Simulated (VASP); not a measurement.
A VASP calculation is set up with these files.

File KPOINTS:
```
Automatic mesh
0
Gamma
11 11 11
0 0 0
```

**POSCAR**
```
GaN
1
    0.0000000000     2.0827510643     2.0827510643
    2.0827510643     0.0000000000     2.0827510643
    2.0827510643     2.0827510643     0.0000000000
Ga N
1 1
Direct
  0.0000000000   0.0000000000   0.0000000000
  0.5000000000   0.5000000000   0.5000000000
```

### INCAR
```
ISIF = 3
IBRION = 2
LMAXMIX = 4
ENCUT = 620
LREAL = .FALSE.   ! projection in real space or not
EDIFFG = -0.02   ! ionic stop
NSW = 40   ! most ionic steps
ALGO = Normal   ! blocked Davidson
EDIFF = 1E-6   ! SCF stop (eV)
SYSTEM = GaN
GGA = PS
PSTRESS = 200
LCHARG = .FALSE.
ISMEAR = 0   ! Gaussian
SIGMA = 0.05   ! width (eV)
LWAVE = .FALSE.
LASPH = .TRUE.
NELM = 100   ! most electronic steps
PREC = Accurate
```

POTCAR, in this order: Ga_d N (PBE.64 set). Program: vasp_std.

Q: Translate this PBEsol calculation to Ansatz.

A: One equivalent input (not run):
Ansatz 0.2 input:
```yaml
crystal:
  lattice:
    - [0.0000000, 2.0827511, 2.0827511]
    - [2.0827511, 0.0000000, 2.0827511]
    - [2.0827511, 2.0827511, 0.0000000]
  atoms:
    - { symbol: Ga, position: [0.0000000, 0.0000000, 0.0000000] }
    - { symbol: N, position: [0.5000000, 0.5000000, 0.5000000] }
kpoints:
  mp_grid: { grid: [11, 11, 11] }
hamiltonian:
  xc: pbesol
  pseudopotentials: { kind: paw }
scf:
  occupations: { method: gaussian, width: 0.05 }
  max_iter: 100
relax:
  max_steps: 40
  f_tol: 0.02
  cell: { p_target: 20 }
output: { forces: true, stress: true, eigenvalues: true }
```
What does not carry over: each code has its own PAW files, so the cut-off isn't converted (ENCUT is set for VASP's; basis.ecutwfc is left out, and Ansatz then takes the one that its files recommend); Ansatz stops its SCF on the density residual and VASP on the energy change (EDIFF).

The structure was generated: GaN was put into the rock salt type (Fm-3m), which need not be its known phase. This run relaxes it under an external pressure of 20 GPa. Symmetry was kept, so distortions that lower it aren't found.
